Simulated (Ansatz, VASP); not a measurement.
Two plane-wave programs on Ge3Sb2

```
CELL_PARAMETERS angstrom
3.94378 0.00000 0.00000
-1.97189 3.41541 0.00000
0.00000 0.00000 18.00000
ATOMIC_POSITIONS crystal
Ge 0.00000 0.00000 0.50000
Ge 0.33333 0.66667 0.54058
Ge 0.66667 0.33333 0.45942
Sb 0.66667 0.33333 0.59712
Sb 0.33333 0.66667 0.40288
```

Change from the starting cell: species swapped into a sheet of the Cu3Te2 type.

Alike in both runs: task single point; functional PBE; k mesh 6 × 6 × 1; occupations gaussian, width 0.1 eV; no spin polarisation.

```csv
,VASP,Ansatz
version,VASP 6.6.1,Ansatz 0.2.0
potentials or method,"VASP PAW PBE potentials, release 64 (Ge_d, Sb)","scalar-relativistic, plane waves, PAW"
plane-wave cutoff (eV),520,420
valence electrons in the cell,52,72
```

Ansatz gave:

```
gap on the k mesh at the Fermi level (eV) : none
rms of the force components (eV/Å)        : 3.129
```

Problem. Which values does VASP return?

Solution. gap on the k mesh at the Fermi level (eV): none; rms of the force components (eV/Å): 3.181.

Atom by atom the forces differ by 0.054 eV/Å (rms over components). A gap of «none» marks a metal or a gap that the smearing closes. The two sets of potentials don't hold the same shells in valence. Ansatz warned: «slab_cell_height_set».

The runs have no spin-orbit coupling, so splittings on Sb are missing.
